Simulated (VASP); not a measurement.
A convergence study with VASP on BN (zinc blende): a few settings are varied, all else stays as given below, so the limit is that of these other settings. The cell's lengths are 1 % over those of the tabulated start and one atom is moved, so it is off equilibrium.

```xyz
2
Lattice="0.0000 1.8256 1.8256 1.8256 0.0000 1.8256 1.8256 1.8256 0.0000" Properties=species:S:1:pos:R:3 pbc="T T T"
B      0.0000     0.0000     0.0000
N      0.9734     0.9128     0.9128
```

Method: LDA (Ceperley-Alder, Perdew-Zunger), VASP's LDA PAW potentials (set 64) (plane waves; VASP). The last row used: 700 eV cut-off, 10×10×10 Γ-centred mesh, Gaussian smearing of 0.050 eV, potentials B N.

```csv
setting,E (eV/atom),pressure (GPa),electronic steps
"ALGO = Normal, EDIFF = 1E-2",-9.6676,-20.08,9
"ALGO = Normal, EDIFF = 1E-3",-9.6676,-20.11,9
"ALGO = Normal, EDIFF = 1E-4",-9.6675,-19.78,10
"ALGO = Normal, EDIFF = 1E-5",-9.6675,-19.71,11
"ALGO = Normal, EDIFF = 1E-6",-9.6675,-19.71,11
"ALGO = Normal, EDIFF = 1E-7",-9.6675,-19.74,12
"ALGO = Normal, EDIFF = 1E-8",-9.6675,-19.74,13
"ALGO = Normal, EDIFF = 1E-9",-9.6675,-19.74,13
"ALGO = Fast, EDIFF = 1E-2",-9.6678,-22.20,9
"ALGO = Fast, EDIFF = 1E-3",-9.6678,-22.10,9
"ALGO = Fast, EDIFF = 1E-4",-9.6676,-19.28,11
"ALGO = Fast, EDIFF = 1E-5",-9.6675,-19.74,13
"ALGO = Fast, EDIFF = 1E-6",-9.6675,-19.74,13
"ALGO = Fast, EDIFF = 1E-7",-9.6675,-19.74,14
"ALGO = Fast, EDIFF = 1E-8",-9.6675,-19.74,14
"ALGO = Fast, EDIFF = 1E-9",-9.6675,-19.75,16
"ALGO = All, EDIFF = 1E-2",-9.6672,-19.92,9
"ALGO = All, EDIFF = 1E-3",-9.6675,-19.61,10
"ALGO = All, EDIFF = 1E-4",-9.6675,-19.75,11
"ALGO = All, EDIFF = 1E-5",-9.6675,-19.75,12
"ALGO = All, EDIFF = 1E-6",-9.6675,-19.74,13
"ALGO = All, EDIFF = 1E-7",-9.6675,-19.74,14
"ALGO = All, EDIFF = 1E-8",-9.6675,-19.74,15
"ALGO = All, EDIFF = 1E-9",-9.6675,-19.74,16
```

Left out are rungs that failed or repeat a setting and relaxations that didn't move; long series are thinned to 24 rows.

The compound is BN in the zinc blende structure. The cell was not relaxed at this level, it is distorted from the ideal structure.
